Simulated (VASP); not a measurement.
Here is a VASP 6.6.1 calculation.

Contents of POSCAR:

```
Sn
1.0
    0.0000000000      3.1790286215      3.2844597805
    3.1790286215      0.0000000000      3.2844597805
    3.1790286215      3.1790286215      0.0000000000
Sn
2
Direct
    0.0000000000      0.0000000000      0.0000000000
    0.2500000000      0.2500000000      0.2500000000
```

Contents of INCAR.step1:

```
  ALGO = Normal
  EDIFF = 1E-4
  ENCUT = 520
  GGA = PE
  ISMEAR = -1
  LASPH = T
  LCHARG = F
  LREAL = F
  LWAVE = T
  NBANDS = 21
  NELM = 100
  PREC = Accurate
  SIGMA = 0.02
```

File INCAR.step2:

```
  ALGO = Normal
  EDIFF = 1E-6
  ENCUT = 520
  ISIF = 2
  ISMEAR = -1
  ISTART = 1
  LASPH = T
  LCHARG = F
  LMIXTAU = T
  LREAL = F
  LWAVE = F
  METAGGA = R2SCAN
  NBANDS = 21
  NELM = 100
  PREC = Accurate
  SIGMA = 0.02
```

File KPOINTS:

```
k-points
0
Gamma
  6 6 6
```

Potentials or basis: VASP PAW PBE potentials, release 64 (Sn_d).

Run with:

```sh
$ cat potpaw_PBE.64/Sn_d/POTCAR > POTCAR
$ cp INCAR.step1 INCAR
$ mpirun -np 1 vasp_std > vasp.out
$ cp INCAR.step2 INCAR
$ mpirun -np 1 vasp_std > vasp.out
```

What does it give for the pressure?

3.2 GPa.

Estimate the band gap on the k mesh.

none (metal or under the smearing width).

Stress tensor (GPa, compression positive):
```
3.64 0.00 0.00
0.00 3.64 0.00
0.00 0.00 2.41
```

Caveat: the PAW data sets were made with another functional, which shifts forces and pressure a little.
